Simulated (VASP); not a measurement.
# CoP3Os (Pm) in VASP: single point with PBE

Aim: the single point of CoP3Os with PBE.

Program: VASP 6.6.1. These are calculated values, not measurements. Logs are shortened: lines on timing, memory, paths and dates and some standing lists are left out, and cuts for length are marked.

**1. The cell of the first run**

Symmetry: Pm, No. 6, monoclinic system. The conventional cell has a = 4.592 Å, b = 3.511 Å, c = 9.606 Å, α = 90.00°, β = 103.05°, γ = 90.00°. Co (site symmetry m) is surrounded by 5 P at 2.20 to 2.52 Å. Around Co (site symmetry m) lie 5 P at 2.28 to 2.38 Å. Around P (site symmetry m) lie 3 P at 2.21 to 2.53 Å and 2 Os at 2.37 Å and 1 Co at 2.52 Å. P (site symmetry m) has 2 P at 2.19 to 2.41 Å and 2 Co at 2.25 to 2.38 Å and 2 Os at 2.39 Å as nearest neighbours. P (site symmetry m) has 2 Co at 2.32 to 2.39 Å and 2 Os at 2.41 Å and 2 P at 2.57 to 2.60 Å as nearest neighbours. P (site symmetry m) has 1 P at 2.27 Å and 2 Co at 2.36 to 2.38 Å and 2 Os at 2.38 Å as nearest neighbours. P (site symmetry m) has 2 P at 2.21 to 2.53 Å and 1 Co at 2.28 Å and 2 Os at 2.41 Å as nearest neighbours. P (site symmetry m) is surrounded by 2 P at 2.19 to 2.41 Å and 2 Co at 2.20 to 2.28 Å and 2 Os at 2.35 Å.

The cell was built by a generator and needn't be a form met in nature.

**2. Single point, PBE (the structure that the rattled cell fell into)**

INCAR reads:

```
SYSTEM = CoP3Os
PREC = Accurate
ENCUT = 520
EDIFF = 1E-6
ISMEAR = 0
SIGMA = 0.1
LREAL = .False.
LASPH = .True.
NELM = 100
ALGO = Fast
ISIF = 2
LWAVE = .False.
LCHARG = .False.
GGA = PE
NBANDS = 43
```

KPOINTS reads:

```
regular mesh
0
Gamma
  4 6 2
  0 0 0
```

POSCAR reads:

```
CoP3Os
1.0
    4.5921378200      0.0000000000      0.0017354152
    0.0000000000      3.5109631166      0.0000000000
   -2.1720019841      0.0000000000      9.3569012945
Co P Os
2 6 2
Direct
    0.2139872582      0.0000000000      0.3203231662
    0.4617486889      0.0000000000      0.7466291896
    0.0602663681      0.0000000000      0.0514103312
    0.5862760884      0.0000000000      0.5187207534
    0.6945494692      0.0000000000      0.2644826098
    0.9928520716      0.0000000000      0.8093870382
    0.5676406524      0.0000000000      0.9901613184
    0.1184911643      0.0000000000      0.5341934197
    0.4058870924      0.5000000000      0.1274269306
    0.8983011465      0.5000000000      0.6372652427
```

Potentials or basis: VASP PAW PBE potentials, release 64 (Co, P, Os).

The run is started by

```sh
> cat potpaw_PBE.64/Co/POTCAR potpaw_PBE.64/P/POTCAR potpaw_PBE.64/Os/POTCAR > POTCAR
> mpirun -np 1 vasp_std > vasp.out
```

OUTCAR:

```text
SYSTEM = CoP3Os
   PREC = Accurate
   ENCUT = 520
   EDIFF = 1E-6
   ISMEAR = 0
   LREAL = .False.
   LASPH = .True.
   NELM = 100
   ISIF = 2
   GGA = PE

 ion  position               nearest neighbor table
   1  0.214  0.000  0.320-   8 2.20   4 2.25   5 2.32   5 2.39   3 2.52   9 2.83   9 2.83
   2  0.462  0.000  0.747-   7 2.28   8 2.28   6 2.36   6 2.38   4 2.38  10 3.03  10 3.03  10 3.11
                            10 3.11
   3  0.060  0.000  0.051-   7 2.21   6 2.27   9 2.37   9 2.37   1 2.52   7 2.53   5 2.93
   4  0.586  0.000  0.519-   8 2.19   1 2.25   2 2.38  10 2.39  10 2.39   8 2.41   5 2.60
   5  0.695  0.000  0.264-   1 2.32   1 2.39   9 2.41   9 2.41   7 2.57   4 2.60   8 2.87   3 2.93

   6  0.993  0.000  0.809-   3 2.27   2 2.36   2 2.38  10 2.38  10 2.38   7 2.81   8 2.83   7 2.89

   7  0.568  0.000  0.990-   3 2.21   2 2.28   9 2.41   9 2.41   3 2.53   5 2.57   6 2.81   6 2.89

   8  0.118  0.000  0.534-   4 2.19   1 2.20   2 2.28  10 2.35  10 2.35   4 2.41   6 2.83   5 2.87

   9  0.406  0.500  0.127-   3 2.37   3 2.37   5 2.41   5 2.41   7 2.41   7 2.41   1 2.83   1 2.83

  10  0.898  0.500  0.637-   8 2.35   8 2.35   6 2.38   6 2.38   4 2.39   4 2.39   2 3.03   2 3.03
                             2 3.11   2 3.11

  LATTYP: Found a simple monoclinic cell.
 ALAT       =     4.5921381479
 B/A-ratio  =     0.7645595589
 C/A-ratio  =     2.0917675423
 COS(beta)  =    -0.2257481526

  Lattice vectors:

 A1 = (   4.5921378200,   0.0000000000,   0.0017354152)
 A2 = (   0.0000000000,   3.5109631166,   0.0000000000)
 A3 = (  -2.1720019841,   0.0000000000,   9.3569012945)

Analysis of symmetry for initial positions (statically):
=====================================================================
 Subroutine PRICEL returns:
 Original cell was already a primitive cell.

 Routine SETGRP: Setting up the symmetry group for a
 simple monoclinic supercell.

 Subroutine GETGRP returns: Found  2 space group operations
 (whereof  2 operations were pure point group operations)
 out of a pool of  4 trial point group operations.

The static configuration has the point symmetry C_1h.

Analysis of symmetry for dynamics (positions and initial velocities):
=====================================================================
 Subroutine PRICEL returns:
 Original cell was already a primitive cell.

 Routine SETGRP: Setting up the symmetry group for a
 simple monoclinic supercell.

 Subroutine GETGRP returns: Found  2 space group operations
 (whereof  2 operations were pure point group operations)
 out of a pool of  4 trial point group operations.

The dynamic configuration has the point symmetry C_1h.

 Subroutine INISYM returns: Found  2 space group operations
 (whereof  2 operations are pure point group operations),
 and found     1 'primitive' translations

----------------------------------------------------------------------------------------

                                     Primitive cell

  volume of cell :     150.8729

  direct lattice vectors                    reciprocal lattice vectors
     4.592137820  0.000000000  0.001735415     0.217744398  0.000000000  0.050544646
     0.000000000  3.510963117  0.000000000     0.000000000  0.284822132  0.000000000
    -2.172001984  0.000000000  9.356901295    -0.000040385  0.000000000  0.106863614

  length of vectors
     4.592138148  3.510963117  9.605685528     0.223533854  0.284822132  0.106863621

  position of ions in fractional coordinates (direct lattice)
     0.213987258  0.000000000  0.320323166
     0.461748689  0.000000000  0.746629190
     0.060266368  0.000000000  0.051410331
     0.586276088  0.000000000  0.518720753
     0.694549469  0.000000000  0.264482610
     0.992852072  0.000000000  0.809387038
     0.567640652  0.000000000  0.990161318
     0.118491164  0.000000000  0.534193420
     0.405887092  0.500000000  0.127426931
     0.898301147  0.500000000  0.637265243

  ion indices of the primitive-cell ions
   primitive index   ion index
                 1           1
                 2           2
                 3           3
                 4           4
                 5           5
                 6           6
                 7           7
                 8           8
                 9           9
                10          10

----------------------------------------------------------------------------------------

 KPOINTS: regular mesh

Automatic generation of k-mesh.
 Grid dimensions read from file:
 generate k-points for:    4    6    2

 Generating k-lattice:

  Cartesian coordinates                     Fractional coordinates (reciprocal lattice)
     0.054436099  0.000000000  0.012636162     0.250000000  0.000000000  0.000000000
     0.000000000  0.047470355  0.000000000     0.000000000  0.166666667  0.000000000
    -0.000020192  0.000000000  0.053431807     0.000000000  0.000000000  0.500000000

  Length of vectors
     0.055883464  0.047470355  0.053431811

  Shift w.r.t. Gamma in fractional coordinates (k-lattice)
     0.000000000  0.000000000  0.000000000

 Subroutine IBZKPT returns following result:
 ===========================================

 Found     24 irreducible k-points:

 Following reciprocal coordinates:
            Coordinates               Weight
  0.000000  0.000000  0.000000      1.000000
  0.250000  0.000000 -0.000000      2.000000
  0.500000  0.000000 -0.000000      1.000000
  0.000000  0.166667  0.000000      2.000000
  0.250000  0.166667 -0.000000      4.000000
  0.500000  0.166667 -0.000000      2.000000
[... 16 lines left out ...]
  0.250000  0.500000  0.500000      2.000000
  0.500000  0.500000  0.500000      1.000000
   k-points           NKPTS =     24   k-points in BZ     NKDIM =     24   number of bands    NBANDS=     43
   number of dos      NEDOS =    301   number of ions     NIONS =     10
   total plane-waves  NPLWV =  72576
   dimension x,y,z NGX =    36 NGY =   28 NGZ =   72
   dimension x,y,z NGXF=    72 NGYF=   56 NGZF=  144
   ions per type =               2   6   2
   NGX,Y,Z   is equivalent  to a cutoff of  13.03, 13.26, 12.46 a.u.
   NGXF,Y,Z  is equivalent  to a cutoff of  26.07, 26.52, 24.92 a.u.
 SYSTEM =  CoP3Os
   PREC   = accura    normal or accurate (medium, high low for compatibility)
   ISTART =      0    job   : 0-new  1-cont  2-samecut
   ICHARG =      2    charge: 1-file 2-atom 10-const
   ISPIN  =      1    spin polarized calculation?
   LNONCOLLINEAR =      F non collinear calculations
   LSORBIT =      F    spin-orbit coupling
   LASPH  =      T    aspherical Exc in radial PAW
   ENCUT  =  520.0 eV  38.22 Ry    6.18 a.u.   8.54  6.53 17.86*2*pi/ulx,y,z
   NELM   =    100;   NELMIN=  2; NELMDL= -5     # of ELM steps
   EDIFF  = 0.1E-05   stopping-criterion for ELM
   LREAL  =      F    real-space projection
   EDIFFG = 0.1E-04   stopping-criterion for IOM
   NSW    =      0    number of steps for IOM
   IBRION =     -1    ionic relax: 0-MD 1-quasi-New 2-CG
   NFREE  =      0    steps in history (QN), initial steepest desc. (CG)
   ISIF   =      2    stress and relaxation
   ISYM   =      2    0-nonsym 1-usesym 2-fastsym
   POTIM  = 0.5000    time-step for ionic-motion
   TEBEG  =    0.0;   TEEND  =   0.0 temperature during run
   PSTRESS=    0.0 pullay stress
   NELECT =      64.0000    total number of electrons
   NUPDOWN=      -1.0000    fix difference up-down
   EMIN   =  10.00;   EMAX   =-10.00  energy-range for DOS
   EFERMI =   0.00;   METHOD = LEGACY
   ISMEAR =     0;   SIGMA  =   0.10  broadening in eV -4-tet -1-fermi 0-gaus
   EFERMI_NEDOS =   21; number of points for ismear=-14 and -15
   IALGO  =     68    algorithm
   IMIX   =      4    mixing-type and parameters
     AMIX     =   0.40;   BMIX     =  1.00
     AMIX_MAG =   1.60;   BMIX_MAG =  1.00
  volume/ion in A,a.u.               =      15.09       101.81
  Fermi-wavevector in a.u.,A,eV,Ry     =   1.230073  2.324502 20.586713  1.513081
  Thomas-Fermi vector in A             =   2.364936
   LORBIT       =      0    0 simple, 1 ext, 2 COOP (PROOUT), +10 PAW based schemes
   GGA     = PE    functional components
   LHFCALC =     F    Hartree Fock is set to
   AEXX    =    0.0000 exact exchange contribution
   IVDW    =     0    specifies the selected vdW correction
   LEPSILON=     F    determine dielectric tensor
   LRPA    =     F    only Hartree local field effects (RPA)
 non-spin polarized calculation
 RMM-DIIS sequential band-by-band and
 Gauss-broadening in eV      SIGMA  =   0.10
  energy-cutoff  :      520.00
  volume of cell :      150.87
 maximum number of plane-waves:      4096
 NGX is ok and might be reduce to    36
   NGX = 17   NGY = 13   NGZ = 35

 number of electron      63.9999994 magnetization

 Free energy of the ion-electron system (eV)
  ---------------------------------------------------
  ext. energy  EPLUGINS =         0.00000000
  ---------------------------------------------------
  free energy    TOTEN  =       -68.92922127 eV

  energy without entropy =      -68.89290065  energy(sigma->0) =      -68.91106096

 E-fermi :   8.0979     XC(G=0): -11.4603

 val. band max:        8.0880144970   @ k =   0.0000   0.0000   0.0000
 cond. band min:       8.1066116957   @ k =   0.2500   0.0000   0.5000
 fundamental gap:      0.0185971988
 Fermi energy:         8.0978583235

 k-point     1 :       0.0000    0.0000    0.0000
  band No.  band energies     occupation
      1      -7.2330      2.00000
      2      -6.4251      2.00000
      3      -4.3163      2.00000
      4      -2.1666      2.00000
      5      -0.6724      2.00000
      6      -0.4846      2.00000
[... 35 lines left out ...]
     42      12.8404      0.00000
     43      13.0789      0.00000
[... 1017 lines left out ...]
      3      -4.4561      2.00000
      4      -3.7777      2.00000
      5      -2.1041      2.00000
      6      -1.9411      2.00000
[... 35 lines left out ...]
     42      11.9590      0.00000
     43      12.2148      0.00000

------------------------ aborting loop because EDIFF is reached ----------------------------------------

  FORCE on cell =-STRESS in cart. coord.  units (eV):
  Direction    XX          YY          ZZ          XY          YZ          ZX
  --------------------------------------------------------------------------------------
  -------------------------------------------------------------------------------------
  Total        0.1588252      0.5559165      0.2615703      0.0000000      0.0000000      0.1586290
  in kB        1.6866257      5.9034900      2.7777155      0.0000000      0.0000000      1.6845421
  external PRESSURE =       3.4559437 kB  Pullay stress =       0.0000000 kB

 VOLUME and BASIS-vectors are now :
 -----------------------------------------------------------------------------
  energy-cutoff  :      520.00
  volume of cell :      150.87
      direct lattice vectors                 reciprocal lattice vectors
     4.592137820  0.000000000  0.001735415     0.217744398  0.000000000  0.050544646
     0.000000000  3.510963117  0.000000000     0.000000000  0.284822132  0.000000000
    -2.172001984  0.000000000  9.356901295    -0.000040385  0.000000000  0.106863614

 POSITION                                       TOTAL-FORCE (eV/Angst)
 -----------------------------------------------------------------------------------
      0.28692      0.00000      2.99760         0.006777      0.000000     -0.055225
      0.49873      0.00000      6.98694         0.026458      0.000000      0.038800
      0.16509      0.00000      0.48115        -0.055362      0.000000     -0.043320
      1.56560      0.00000      4.85464        -0.077551      0.000000     -0.024435
      2.61501      0.00000      2.47594        -0.005708      0.000000      0.045072
      2.80132      0.00000      7.57508        -0.000043      0.000000      0.059781
      0.45605      0.00000      9.26583         0.040826      0.000000     -0.016415
     -0.61614      0.00000      4.99860         0.088777      0.000000     -0.002359
      1.58712      1.75548      1.19303        -0.011415      0.000000      0.003259
      2.74098      1.75548      5.96439        -0.012759      0.000000     -0.005158
 -----------------------------------------------------------------------------------
    total drift:                                0.000210     -0.000000     -0.000608

  FREE ENERGIE OF THE ION-ELECTRON SYSTEM (eV)
  ---------------------------------------------------
  free  energy   TOTEN  =       -68.9292212748 eV

  energy  without entropy=      -68.8929006510  energy(sigma->0) =      -68.91106096
```

It took 3.9 min on 1 thread of Intel Xeon Platinum 8488C (Sapphire Rapids), shared host; peak memory 0.33 GiB.

Results:

```
Free energy            : -68.9292 eV
Pressure               : 0.3 GPa
Largest force          : 0.089 eV/Å
Band gap on the k mesh : none (metal or under the smearing width)
```

Forces on the atoms (eV/Å):
```
Co   0.007  0.000 -0.055
Co   0.026  0.000  0.039
P   -0.055  0.000 -0.043
P   -0.078  0.000 -0.024
P   -0.006  0.000  0.045
P    0.000  0.000  0.060
P    0.041  0.000 -0.016
P    0.089  0.000 -0.002
Os  -0.011  0.000  0.003
Os  -0.013  0.000 -0.005
```

Levels at points of the mesh, in eV from the Fermi level:
```
           k point  band 30  band 31  band 32  band 33  band 34  band 35
(0.00, 0.00, 0.00)    -0.68    -0.53    -0.38    -0.01     0.81     1.26
(0.50, 0.00, 0.00)    -0.57    -0.25     0.09     0.55     1.28     1.77
(0.00, 0.50, 0.00)    -0.38    -0.32    -0.23    -0.11     0.66     1.00
(0.50, 0.50, 0.00)    -0.42    -0.25    -0.03     0.11     0.14     0.44
(0.00, 0.00, 0.50)    -0.70    -0.57    -0.42    -0.38     0.27     1.41
(0.50, 0.00, 0.50)    -0.59    -0.10     0.11     0.66     1.29     1.78
(0.00, 0.50, 0.50)    -0.60    -0.34    -0.28    -0.12     1.01     1.02
(0.50, 0.50, 0.50)    -0.49    -0.38    -0.04     0.18     0.34     0.93
```
